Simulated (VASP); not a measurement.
A convergence study with VASP on Si (diamond): one setting is varied, all else stays as given below, so the limit is that of these other settings.

```yaml
crystal:
  lattice:
    - [0.00000, 2.71550, 2.71550]
    - [2.71550, 0.00000, 2.71550]
    - [2.71550, 2.71550, 0.00000]
  atoms:
    - { symbol: Si, position: [0.00000, 0.00000, 0.00000] }
    - { symbol: Si, position: [0.25000, 0.25000, 0.25000] }
```

Calculation: PBE GGA, VASP's PBE PAW potentials (set 64) (plane waves; VASP). The tightest run used: 550 eV cut-off, 16×16×16 Γ-centred mesh, Gaussian smearing of 0.010 eV, potentials Si.

Problem. The settings run are 4×4×4 mesh; 6×6×6 mesh; 8×8×8 mesh; 10×10×10 mesh; 12×12×12 mesh; 14×14×14 mesh; 16×16×16 mesh. From which on does the highest Γ mode stay within 5 cm⁻¹ of the tightest run?

Solution. From 6×6×6 mesh on: it is off by 1.8 there and by no more than 5 in any finer run, while 4×4×4 mesh is off by 9.8.
```csv
setting,mean ε∞,highest Γ mode (cm⁻¹),irreducible k-points,difference judged (cm⁻¹)
4×4×4 mesh,23.49,522.6,8,9.8
6×6×6 mesh,16.24,514.7,16,1.8
8×8×8 mesh,14.03,513.3,29,0.5
10×10×10 mesh,13.28,513.0,47,0.2
12×12×12 mesh,13.03,512.9,72,0.1
14×14×14 mesh,12.94,512.9,104,0.0
16×16×16 mesh,12.91,512.8,145,0.0
```

Left out are rungs that failed or repeat a setting and relaxations that didn't move; long series are thinned to 24 rows.

The compound is Si in the diamond structure. The cell was not relaxed at this level.
